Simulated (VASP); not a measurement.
VASP ran on this input.

**KPOINTS**
```
Automatic
0
Gamma
8 8 8
```

INCAR:
```
SYSTEM = Cs
PREC = Accurate
ENCUT = 480
EDIFF = 1E-6
NELM = 100
ALGO = Normal
LREAL = .FALSE.
LASPH = .TRUE.
ISMEAR = 1
SIGMA = 0.1
GGA = PS
LMAXMIX = 4
LWAVE = .FALSE.
LCHARG = .FALSE.
IBRION = 2
ISIF = 3
NSW = 60
EDIFFG = -0.01
```

POSCAR:
```
Cs
1
   -3.0021483602     3.0021483602     3.0021483602
    3.0021483602    -3.0021483602     3.0021483602
    3.0021483602     3.0021483602    -3.0021483602
Cs
1
Direct
  0.0000000000   0.0000000000   0.0000000000
```

POTCAR, in this order: Cs_sv (PBE.64 set). Program: vasp_std.

Write an equivalent input for Ansatz.

One equivalent input (not run):
Ansatz 0.2 input:
```yaml
crystal:
  lattice:
    - [-3.0021484, 3.0021484, 3.0021484]
    - [3.0021484, -3.0021484, 3.0021484]
    - [3.0021484, 3.0021484, -3.0021484]
  atoms:
    - { symbol: Cs, position: [0.0000000, 0.0000000, 0.0000000] }
kpoints:
  mp_grid: { grid: [8, 8, 8] }
hamiltonian:
  xc: pbesol
  pseudopotentials: { kind: paw }
scf:
  occupations: { method: methfessel_paxton, width: 0.1 }
  max_iter: 100
relax:
  max_steps: 60
  f_tol: 0.01
  cell: {}
output: { forces: true, stress: true, eigenvalues: true }
```
Limits of the translation: each code has its own PAW files, so the cut-off isn't converted (ENCUT is set for VASP's; basis.ecutwfc is left out, and Ansatz then takes the one that its files recommend); Ansatz stops its SCF on the density residual and VASP on the energy change (EDIFF).

The compound is Cs in the bcc structure. It was relaxed first. The start is the result of an earlier pass.
